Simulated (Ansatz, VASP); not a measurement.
# Ru (Ruthenium) in two plane-wave programs

Aim: how closely do two programs agree when they are given the same cell, functional and k mesh? The cell is taken from a series of runs on this material, whose earlier steps may have relaxed, scaled, displaced or heated it; both programs get it as it stands.

Main program and level: Ansatz 0.2.0; plane waves, with VASP 6.6.1 beside it; zone-centre phonons at LDA.

### Step 1. The structure

The structure is hexagonal, space group P6_3/mmc (No. 194). The conventional cell has a = 2.782 Å, b = 2.782 Å, c = 4.127 Å, α = 90.00°, β = 90.00°, γ = 120.00°. Nearest to Ru lie 12 Ru at 2.61 to 2.78 Å.

Coordinates:

```
Ru
1.0
     2.78190    0.00000    0.00000
    -1.39095    2.40920    0.00000
     0.00000    0.00000    4.12717
Ru
2
Direct
  0.33333 0.66667 0.25000
  0.66667 0.33333 0.75000
```

### Step 2. VASP: zone-centre phonons, LDA

Second derivatives magnify differences that forces hide, and they need a tight electronic threshold.

Lines of VASP's logs that name or quote its potential files are left out, and so is its time.

File INCAR:

```
SYSTEM = Ru
PREC = Accurate
ENCUT = 500
EDIFF = 1E-08
NELM = 120
ISMEAR = 1
SIGMA = 0.2
LREAL = .FALSE.
ALGO = Normal
GGA = PW92
NBANDS = 20
LASPH = .TRUE.
LORBIT = 11
LWAVE = .FALSE.
LCHARG = .FALSE.
ISIF = 2
IBRION = 8
GGA_COMPAT = .FALSE.
KPAR = 2
```

File POSCAR:

```
Ru
1.0
    2.7819005990      0.0000000000      0.0000000000
   -1.3909502995      2.4091965895      0.0000000000
    0.0000000000      0.0000000000      4.1271699767
Ru
2
Direct
    0.3333333334      0.6666666668      0.2500000000
    0.6666666668      0.3333333334      0.7500000000
```

File KPOINTS:

```
Automatic mesh
0
Gamma
18 18 12
0 0 0
```

The projector-augmented-wave data sets are Ru_pv (LDA family, release 64).

Command:

```
mpirun -np 2 vasp_std
```

Numbers of over 12 decimals in the logs are rounded to 6 here.

The program printed:

```text
[banner, memory and clock lines left out]
running    2 mpi-ranks, on    1 nodes
 distrk:  each k-point on    1 cores,    2 groups
 distr:  one band on    1 cores,    1 groups

 POSCAR found type information on POSCAR Ru
 POSCAR found :  1 types and       2 ions
|                                                                             |
|               ----> ADVICE to this user running VASP <----                  |
|                                                                             |
|     You enforced a specific xc type in the INCAR file but a different       |
|     [... a line on the potential file left out ...]
|     I HOPE YOU KNOW WHAT YOU ARE DOING!                                     |
|                                                                             |

 LDA part: xc-table for (Slater(with rela. corr.)+PW92), standard interpolation
 POSCAR, INCAR and KPOINTS ok, starting setup
 FFT: planning ... GRIDC
 FFT: planning ... GRID_SOFT
 FFT: planning ... GRID
 WAVECAR not read
 entering main loop
       N       E                     dE             d eps       ncg     rms          rms(c)
DAV:   1     0.278746820543E+03    0.27875E+03   -0.17387E+04 10384   0.151E+03
DAV:   2    -0.167363057647E+02   -0.29548E+03   -0.28734E+03 10724   0.452E+02
DAV:   3    -0.226490522410E+02   -0.59127E+01   -0.58692E+01 11832   0.716E+01
DAV:   4    -0.226977198740E+02   -0.48668E-01   -0.48628E-01 13672   0.608E+00
DAV:   5    -0.226983439054E+02   -0.62403E-03   -0.62233E-03 11556   0.594E-01    0.177E+01
DAV:   6    -0.213041233451E+02    0.13942E+01   -0.34119E+00 11832   0.181E+01    0.436E+00
DAV:   7    -0.212296117414E+02    0.74512E-01   -0.42308E-01 11848   0.454E+00    0.109E+00
DAV:   8    -0.212201308929E+02    0.94808E-02   -0.23847E-02 11620   0.122E+00    0.340E-01
DAV:   9    -0.212192916407E+02    0.83925E-03   -0.14413E-03 11788   0.419E-01    0.333E-02
DAV:  10    -0.212193058522E+02   -0.14211E-04   -0.11098E-04 11760   0.107E-01    0.203E-02
DAV:  11    -0.212193054557E+02    0.39654E-06   -0.15733E-05 11816   0.381E-02    0.197E-03
DAV:  12    -0.212193054380E+02    0.17680E-07   -0.26180E-07 12076   0.451E-03    0.123E-03
DAV:  13    -0.212193054380E+02    0.11369E-10   -0.14046E-08  7728   0.114E-03
   1 F= -.21219305E+02 E0= -.21219328E+02  d E =0.672453E-04
 Linear response reoptimize wavefunctions to high precision
DAV:   1    -0.212193054404E+02   -0.24356E-08   -0.24332E-09  7500   0.470E-04
DAV:   2    -0.212193054404E+02   -0.15916E-10   -0.12031E-10  7012   0.123E-04
 Linear response DOF=           2
 Linear response progress:
  Degree of freedom:   1/  2
       N       E                     dE             d eps       ncg     rms          rms(c)
RMM:   1    -0.512185018526E+00   -0.51219E+00    0.34950E+00 46353   0.597E+01
RMM:   2    -0.614419753028E+00   -0.10223E+00   -0.12184E-01 63567   0.294E+00    0.138E-01
RMM:   3    -0.613545848944E+00    0.87390E-03   -0.36825E-03 73524   0.493E-01    0.641E-02
RMM:   4    -0.612429721720E+00    0.11161E-02   -0.47518E-04 74056   0.165E-01    0.234E-02
RMM:   5    -0.612299886070E+00    0.12984E-03   -0.44833E-05 87893   0.427E-02    0.101E-02
RMM:   6    -0.612224050280E+00    0.75836E-04   -0.42843E-05 78134   0.126E-02    0.547E-03
RMM:   7    -0.612221176620E+00    0.28737E-05   -0.39257E-05 78463   0.714E-03    0.720E-04
RMM:   8    -0.612237982958E+00   -0.16806E-04   -0.25914E-05 96483   0.255E-03    0.337E-04
RMM:   9    -0.612244976051E+00   -0.69931E-05   -0.14270E-05 88553   0.120E-03    0.866E-05
RMM:  10    -0.612245867961E+00   -0.89191E-06   -0.86567E-06100886   0.771E-04    0.234E-05
RMM:  11    -0.612246178467E+00   -0.31051E-06   -0.49075E-06 91728   0.550E-04    0.106E-05
RMM:  12    -0.612246251855E+00   -0.73388E-07   -0.30345E-06 95097   0.448E-04    0.575E-06
RMM:  13    -0.612246190824E+00    0.61031E-07   -0.18797E-06105816   0.388E-04    0.171E-06
RMM:  14    -0.612246208700E+00   -0.17876E-07   -0.12092E-06 99125   0.354E-04    0.122E-06
RMM:  15    -0.612246232284E+00   -0.23584E-07   -0.79759E-07101934   0.336E-04    0.701E-07
RMM:  16    -0.612246249280E+00   -0.16996E-07   -0.54888E-07102052   0.324E-04    0.284E-07
RMM:  17    -0.612246254284E+00   -0.50039E-08   -0.37765E-07 89645   0.316E-04    0.319E-07
RMM:  18    -0.612246261888E+00   -0.76046E-08   -0.30677E-07 95844   0.312E-04    0.165E-07
RMM:  19    -0.612246266943E+00   -0.50545E-08   -0.20120E-07 90090   0.309E-04    0.135E-07
RMM:  20    -0.612246263007E+00    0.39356E-08   -0.18474E-07 83902   0.307E-04    0.301E-07
RMM:  21    -0.612246264381E+00   -0.13743E-08   -0.12166E-07 83194   0.306E-04    0.237E-07
RMM:  22    -0.612246263463E+00    0.91836E-09   -0.11930E-07 82980   0.305E-04    0.393E-07
RMM:  23    -0.612246262801E+00    0.66208E-09   -0.67709E-08 82869   0.305E-04    0.376E-07
 first order change of Fermi-energy   0.34811E-05
 force on displaced ion       1 direction 1 :  -7.997   0.001   0.000
 Linear response progress:
  Degree of freedom:   2/  2
       N       E                     dE             d eps       ncg     rms          rms(c)
RMM:   1    -0.609660924478E+00   -0.60966E+00    0.37968E+00 15971   0.602E+01
RMM:   2    -0.723113492921E+00   -0.11345E+00   -0.13422E-01 22134   0.302E+00    0.143E-01
RMM:   3    -0.722762921318E+00    0.35057E-03   -0.20730E-04 25348   0.458E-01    0.723E-02
RMM:   4    -0.722266175055E+00    0.49675E-03    0.49454E-05 25146   0.163E-01    0.217E-02
RMM:   5    -0.722127174055E+00    0.13900E-03    0.66658E-04 29347   0.512E-02    0.165E-02
RMM:   6    -0.722134802775E+00   -0.76287E-05    0.15726E-04 26059   0.182E-02    0.108E-02
RMM:   7    -0.722076904961E+00    0.57898E-04    0.92212E-05 25221   0.102E-02    0.194E-03
RMM:   8    -0.722075845322E+00    0.10596E-05    0.65599E-05 30713   0.392E-03    0.661E-04
RMM:   9    -0.722085730791E+00   -0.98855E-05    0.39256E-05 29279   0.160E-03    0.871E-05
RMM:  10    -0.722088048228E+00   -0.23174E-05    0.21036E-05 30758   0.847E-04    0.407E-05
RMM:  11    -0.722089875868E+00   -0.18276E-05    0.11807E-05 31269   0.605E-04    0.120E-05
RMM:  12    -0.722090576336E+00   -0.70047E-06    0.55003E-06 31894   0.491E-04    0.480E-06
RMM:  13    -0.722090790808E+00   -0.21447E-06    0.33424E-06 34162   0.429E-04    0.176E-06
RMM:  14    -0.722090946400E+00   -0.15559E-06    0.19093E-06 34534   0.392E-04    0.174E-06
RMM:  15    -0.722091058532E+00   -0.11213E-06    0.10419E-06 32988   0.374E-04    0.950E-07
RMM:  16    -0.722091112222E+00   -0.53691E-07    0.60391E-07 34786   0.362E-04    0.339E-07
RMM:  17    -0.722091122091E+00   -0.98686E-08    0.50777E-07 29928   0.353E-04    0.506E-07
RMM:  18    -0.722091142177E+00   -0.20087E-07    0.34162E-07 30087   0.348E-04    0.299E-07
RMM:  19    -0.722091149303E+00   -0.71256E-08    0.25931E-07 26982   0.345E-04    0.580E-07
RMM:  20    -0.722091151569E+00   -0.22663E-08    0.21338E-07 27319   0.343E-04    0.856E-07
RMM:  21    -0.722091150682E+00    0.88758E-09    0.19816E-07 27463   0.342E-04    0.100E-06
RMM:  22    -0.722091153869E+00   -0.31873E-08    0.17071E-07 26953   0.341E-04    0.110E-06
RMM:  23    -0.722091156309E+00   -0.24405E-08    0.16990E-07 26826   0.340E-04    0.105E-06
RMM:  24    -0.722091162957E+00   -0.66472E-08    0.14065E-07 26825   0.340E-04    0.112E-06
 first order change of Fermi-energy   0.15938E-03
 force on displaced ion       1 direction 3 :  -0.000  -0.000 -14.582
 Linear response finished
```

Parts of OUTCAR (step 2):

```text
ion  position               nearest neighbor table
   1  0.333  0.667  0.250-   2 2.61   2 2.61   2 2.61   2 2.61   2 2.61   2 2.61
   2  0.667  0.333  0.750-   1 2.61   1 2.61   1 2.61   1 2.61   1 2.61   1 2.61

  LATTYP: Found a hexagonal cell.
 ALAT       =     2.7819005990
 C/A-ratio  =     1.4835792401

 Subroutine GETGRP returns: Found 24 space group operations
 (whereof 12 operations were pure point group operations)

The static configuration has the point symmetry D_3d.
 The point group associated with its full space group is D_6h.

 Found    259 irreducible k-points:

   k-points           NKPTS =    259   k-points in BZ     NKDIM =    259   number of bands    NBANDS=     20

   dimension x,y,z NGX =    20 NGY =   20 NGZ =   30
   dimension x,y,z NGXF=    40 NGYF=   40 NGZF=   60

   ENCUT  =  500.0 eV  36.75 Ry    6.06 a.u.   5.07  5.07  7.52*2*pi/ulx,y,z

   NELECT =      28.0000    total number of electrons

 k-points in reciprocal lattice and weights: Automatic mesh
   0.00000000  0.00000000  0.00000000       0.000
   0.05555556  0.00000000  0.00000000       0.002
   0.11111111  0.00000000  0.00000000       0.002
   0.16666667  0.00000000  0.00000000       0.002
   0.22222222  0.00000000  0.00000000       0.002
   0.27777778 -0.00000000  0.00000000       0.002
   0.33333333  0.00000000  0.00000000       0.002
   0.38888889  0.00000000  0.00000000       0.002
   0.44444444  0.00000000  0.00000000       0.002
[...]
0.33333333  0.27777778  0.50000000       0.003
   0.33333333  0.33333333  0.50000000       0.001

 average (electrostatic) potential at core
       1 -67.7908       2 -67.7908

  Total       -3.9712123     -3.9712123      0.0887196      0.0000000      0.0000000     -0.0000000
  in kB     -230.0209988   -230.0209988      5.1388251      0.0000000      0.0000000     -0.0000000
  external PRESSURE =    -151.6343908 kB  Pullay stress =       0.0000000 kB

  energy-cutoff  :      500.00
  volume of cell :       27.66
      direct lattice vectors                 reciprocal lattice vectors
     2.781900599  0.000000000  0.000000000     0.359466474  0.207538066  0.000000000
    -1.390950300  2.409196590  0.000000000     0.000000000  0.415076131  0.000000000
     0.000000000  0.000000000  4.127169977     0.000000000  0.000000000  0.242296781

 POSITION                                       TOTAL-FORCE (eV/Angst)
 -----------------------------------------------------------------------------------
      0.00000      1.60613      1.03179         0.000000     -0.000000      0.000000
      1.39095      0.80307      3.09538        -0.000000      0.000000     -0.000000
 -----------------------------------------------------------------------------------
    total drift:                               -0.000000     -0.000000      0.000000

 Eigenvectors and eigenvalues of the dynamical matrix
 ----------------------------------------------------

   1 f  =    8.397649 THz    52.763987 2PiTHz  280.115430 cm-1    34.729871 meV
             X         Y         Z           dx          dy          dz
      0.000000  1.606131  1.031792     0.000000    0.000000   -0.707107
      1.390950  0.803066  3.095377     0.000000    0.000000    0.707107

   2 f  =    6.218798 THz    39.073860 2PiTHz  207.436772 cm-1    25.718870 meV
             X         Y         Z           dx          dy          dz
      0.000000  1.606131  1.031792    -0.707107    0.000000    0.000000
      1.390950  0.803066  3.095377     0.707107    0.000000    0.000000

   3 f  =    6.218798 THz    39.073860 2PiTHz  207.436772 cm-1    25.718870 meV
             X         Y         Z           dx          dy          dz
      0.000000  1.606131  1.031792     0.000000   -0.707107   -0.000000
      1.390950  0.803066  3.095377     0.000000    0.707107    0.000000

   4 f  =    0.000000 THz     0.000000 2PiTHz    0.000000 cm-1     0.000000 meV
             X         Y         Z           dx          dy          dz
      0.000000  1.606131  1.031792     0.707107    0.000000    0.000000
      1.390950  0.803066  3.095377     0.707107    0.000000    0.000000

   5 f  =    0.000000 THz     0.000000 2PiTHz    0.000000 cm-1     0.000000 meV
             X         Y         Z           dx          dy          dz
      0.000000  1.606131  1.031792     0.000000    0.707107    0.000000
      1.390950  0.803066  3.095377     0.000000    0.707107    0.000000

   6 f  =    0.000000 THz     0.000000 2PiTHz    0.000000 cm-1     0.000000 meV
             X         Y         Z           dx          dy          dz
      0.000000  1.606131  1.031792     0.000000   -0.000000    0.707107
      1.390950  0.803066  3.095377     0.000000    0.000000    0.707107

 ELASTIC MODULI CONTR FROM IONIC RELAXATION (kBar)
 Direction    XX          YY          ZZ          XY          YZ          ZX
 --------------------------------------------------------------------------------
 XX         -33.7696     33.7696      0.0000      0.0000     -0.0000     -0.0000
 YY          33.7696    -33.7696     -0.0000     -0.0000      0.0000      0.0000
 ZZ           0.0000     -0.0000     -0.0000     -0.0000     -0.0000     -0.0000
 XY           0.0000     -0.0000     -0.0000    -33.7696      0.0000      0.0000
 YZ          -0.0000      0.0000     -0.0000      0.0000     -0.0000     -0.0000
 ZX          -0.0000      0.0000     -0.0000      0.0000     -0.0000     -0.0000
 --------------------------------------------------------------------------------
```

[end of part 1 of 2]

[Lines on the potential files, build, host, timing and source positions are cut from VASP's logs without a mark.]

[Logs are printed without paths, hosts, clocks, repeated set-up lines and the standing remarks that a program may print on its own settings, such as how far it seeks lower states.]

[Hosts, paths, dates, database ids (printed as entryN), source tags and the programs' standing remarks are cut or masked in the printed files.]
